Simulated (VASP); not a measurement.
Input:

```xyz
4
Lattice="4.1668 0.0000 0.0000 -2.0834 3.6086 0.0000 0.0000 0.0000 6.7188" Properties=species:S:1:pos:R:3 pbc="T T T"
Mg     2.0834     1.2029     3.3477
Mg     0.0000     2.4057     6.7071
Se     2.0834     1.2029     5.8907
Se     0.0000     2.4057     2.5313
```

All values below come from LDA (Ceperley-Alder, Perdew-Zunger), VASP's LDA PAW potentials (set 64) (plane waves; VASP). Settings: 400 eV cut-off, 8×8×4 Γ-centred mesh, Gaussian smearing of 0.010 eV, potentials Mg Se.

### Question
What does the run give for the energy per atom (σ→0)?

### Answer

| Quantity | Result |
|---|---|
| energy per atom (σ→0) | -4.241 eV/atom |

Only differences to runs with the same potentials and settings are physical.

The structure comes from a computed database's MgSe entry (P6_3mc); how it stands against other phases isn't given here. It was relaxed first.
